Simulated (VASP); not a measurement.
Given:

```yaml
crystal:
  lattice:
    - [0.00000, 1.98437, 1.98437]
    - [1.98437, 0.00000, 1.98437]
    - [1.98437, 1.98437, 0.00000]
  atoms:
    - { symbol: Pd, position: [0.00000, 0.00000, 0.00000] }
```

Calculation: revPBE GGA, VASP's PBE PAW potentials (set 64) (plane waves; VASP). Run with 520 eV cut-off, 18×18×18 Γ-centred mesh, tetrahedra with Blöchl corrections, potentials Pd.

Problem. Estimate the energy per atom (σ→0), band gap (on the k-mesh) with the smallest direct gap where there is one.

Solution. 
| Item | Result |
|---|---|
| band gap (on the k-mesh) | none (metal, semimetal or under 0.01 eV) |
| energy per atom (σ→0) | -4.745 eV/atom |

Total energies compare only between runs with the same potentials, cut-off and functional.

The compound is Pd in the fcc structure. It was relaxed first, which changed the volume by +6 %.
